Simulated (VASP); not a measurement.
A convergence study with VASP on NaF (rock salt): one setting is varied, all else stays as given below, so the limit is that of these other settings. Each run relaxes cell and ions from the cell shown.

```
NaF
1.0
    0.00000     2.31500     2.31500
    2.31500     0.00000     2.31500
    2.31500     2.31500     0.00000
Na F
1 1
Direct
  0.00000   0.00000   0.00000
  0.50000   0.50000   0.50000
```

The numbers are results of PBE GGA, VASP's PBE PAW potentials (set 64) (plane waves; VASP), not measurements. The tightest run used: 700 eV cut-off, 14×14×14 Γ-centred mesh, Gaussian smearing of 0.050 eV, potentials Na_pv F.

Gaps are read on the run's mesh, which can miss a band edge.

### Question
The settings run are 2×2×2 mesh; 3×3×3 mesh; 4×4×4 mesh; 5×5×5 mesh; 6×6×6 mesh; 7×7×7 mesh; 8×8×8 mesh; 9×9×9 mesh; 10×10×10 mesh; 11×11×11 mesh; 12×12×12 mesh; 13×13×13 mesh; 14×14×14 mesh. From which on does the relaxed volume stay within 0.1 Å³/atom of the tightest run?

### Answer
From 3×3×3 mesh on: it is off by 0.014 there and by no more than 0.1 in any finer run, while 2×2×2 mesh is off by 0.319.
```tsv
setting	relaxed volume (Å³/atom)	E (eV/atom)	gap on the mesh (eV)	irreducible k-points	difference judged (Å³/atom)
2×2×2 mesh	13.220	-4.2268	5.893	3	0.319
3×3×3 mesh	12.916	-4.2824	6.100	4	0.014
4×4×4 mesh	12.904	-4.2853	6.111	8	0.003
5×5×5 mesh	12.902	-4.2854	6.112	10	0.000
6×6×6 mesh	12.902	-4.2854	6.112	16	0.000
7×7×7 mesh	12.902	-4.2854	6.112	20	0.000
8×8×8 mesh	12.902	-4.2854	6.112	29	0.000
9×9×9 mesh	12.902	-4.2854	6.112	35	0.000
10×10×10 mesh	12.902	-4.2854	6.112	47	0.000
11×11×11 mesh	12.902	-4.2854	6.112	56	0.000
12×12×12 mesh	12.902	-4.2854	6.112	72	0.000
13×13×13 mesh	12.902	-4.2854	6.112	84	0.000
14×14×14 mesh	12.902	-4.2854	6.112	104	0.000
```

Left out are rungs that failed or repeat a setting and relaxations that didn't move; long series are thinned to 24 rows.

The compound is NaF in the rock salt structure.
